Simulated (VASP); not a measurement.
Crystal: LiBe.

```
CELL_PARAMETERS angstrom
-2.81115 0.00000 -2.81115
0.00000 -2.81115 -2.81115
-2.81115 -2.81115 0.00000
ATOMIC_POSITIONS crystal
Li 0.48935 0.52417 0.48996
Li 0.00382 0.00364 0.00633
Be 0.25403 0.23727 0.25832
Be 0.75280 0.73492 0.74538
```

The cell comes from a database or a generator and needn't be the stable form of this composition.

The cell isn't the ideal one: all atoms moved at random, sigma 0.05 Å a component.

| Property | Result |
| --- | --- |
| Program | VASP 6.6.1 |
| Task | relaxation of cell and atoms |
| Functional | PBE |
| Potentials or basis | VASP PAW PBE potentials, release 64 (Li_sv, Be) |
| Cutoff | 600 eV |
| k mesh | 8 × 8 × 8 |
| Occupations | methfessel-paxton, width 0.2 eV |
| Spin | no spin polarisation |

At the start: pressure 0.4 GPa; volume 11.11 Å³/atom.

Question: How do energy, volume and symmetry change on relaxing?

Answer: Over 10 steps the energy falls by 13.4 meV/atom and the volume is 11.14 Å³/atom (+0.3 %); space group Pm-3m (No. 221, to 0.05 Å).

Step by step:
| step | energy change (eV) | largest force (eV/Å) | pressure (GPa) | volume (Å³) |
| --- | --- | --- | --- | --- |
| 1 | 0.0000 | 0.6159 | 0.37 | 44.43 |
| 2 | -0.0330 | 0.3718 | 0.01 | 44.59 |
| 3 | -0.0504 | 0.0864 | -0.33 | 44.82 |
| 4 | -0.0504 | 0.0867 | -0.35 | 44.83 |
| 5 | -0.0520 | 0.0581 | -0.15 | 44.64 |
| 6 | -0.0527 | 0.0462 | 0.11 | 44.40 |
| 7 | -0.0530 | 0.0307 | 0.07 | 44.43 |
| 8 | -0.0532 | 0.0250 | 0.03 | 44.46 |
| 9 | -0.0533 | 0.0148 | -0.01 | 44.50 |
| 10 | -0.0534 | 0.0028 | -0.06 | 44.55 |

Final structure:
```
Li Be
1.0
    -2.81357    0.00004   -2.81395
    -0.00042   -2.81349   -2.81349
    -2.81355   -2.81394    0.00002
Li Be
2 2
Direct
  0.50003 0.49998 0.50003
  0.99998 0.00002 0.99995
  0.25000 0.25012 0.25021
  0.74999 0.74987 0.74981
```

Caveat: the cutoff is under 1.25 times the usual one of these potentials, so pressure, stress and relaxed cells hold a basis-set (Pulay) error.
